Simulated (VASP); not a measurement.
Consider the following.

```yaml
crystal:
  lattice:
    - [3.17569, 0.00000, 0.00000]
    - [-1.58785, 2.75023, 0.00000]
    - [0.00000, 0.00000, 4.76712]
  atoms:
    - { symbol: Mg, position: [0.00000, 0.00000, 0.50000] }
    - { symbol: Cd, position: [0.66667, 0.33333, 0.00000] }
```

The numbers are results of PBEsol GGA, VASP's PBE PAW potentials (set 64) (plane waves; VASP 6.6.1), not measurements. Settings: 400 eV cut-off, 15×15×9 Γ-centred mesh, tetrahedra with Blöchl corrections, potentials Mg Cd.

### Question
What does the run give for the energy per atom (σ→0), band gap (on the k-mesh) with the smallest direct gap where there is one?

### Answer

```
Quantity                                                    Result
------------------------  ----------------------------------------
band gap (on the k-mesh)  none (metal, semimetal or under 0.01 eV)
energy per atom (σ→0)                               -1.539 eV/atom
```

The structure comes from a computed database's MgCd entry (P-6m2); how it stands against other phases isn't given here. It was relaxed first.
